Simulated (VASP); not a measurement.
A run of VASP 6.6.1:

File POSCAR:

```
LaP
1.0
    0.0000000000      2.9916662600      2.9916662600
    2.9916662600      0.0000000000      2.9916662600
    2.9916662600      2.9916662600      0.0000000000
La P
1 1
Direct
    0.0000000000      0.0000000000      0.0000000000
    0.5000000000      0.5000000000      0.5000000000
```

INCAR.step1

```
SYSTEM = LaP
ALGO = Normal
EDIFF = 1E-4
ENCUT = 520
GGA = PE
ISMEAR = -5
LASPH = .True.
LCHARG = .False.
LMAXMIX = 6
LREAL = .False.
LWAVE = .True.
NBANDS = 15
NELM = 100
PREC = Accurate
SIGMA = 0.1
```

Contents of INCAR.step2:

```
SYSTEM = LaP
ALGO = Normal
EDIFF = 1E-7
ENCUT = 520
ISIF = 2
ISMEAR = -1
ISTART = 1
LASPH = .True.
LCHARG = .False.
LMAXMIX = 6
LMIXTAU = .True.
LORBIT = 10
LREAL = .False.
LWAVE = .False.
METAGGA = R2SCAN
NBANDS = 15
NELM = 100
PREC = Accurate
SIGMA = 0.1
```

File KPOINTS:

```
k-points
0
Gamma
  10 10 10
  0 0 0
```

Potentials or basis: VASP PAW PBE potentials, release 64 (La, P).

Command:

```console
$ cat potpaw_PBE.64/La/POTCAR potpaw_PBE.64/P/POTCAR > POTCAR
$ cp INCAR.step1 INCAR
$ mpirun -np 1 vasp_std > vasp.out
$ cp INCAR.step2 INCAR
$ mpirun -np 1 vasp_std > vasp.out
```

Hardware: 1 thread of Intel(R) Xeon(R) Platinum 8375C CPU @ 2.90GHz (Ice Lake) (shared host).

Question: Estimate the wall time of this run.

Answer: Wall time 2.4 min on 1 thread of Intel(R) Xeon(R) Platinum 8375C CPU @ 2.90GHz (Ice Lake) (shared host), peak memory 0.22 GiB. Counts: scf iterations 17, k points 47.
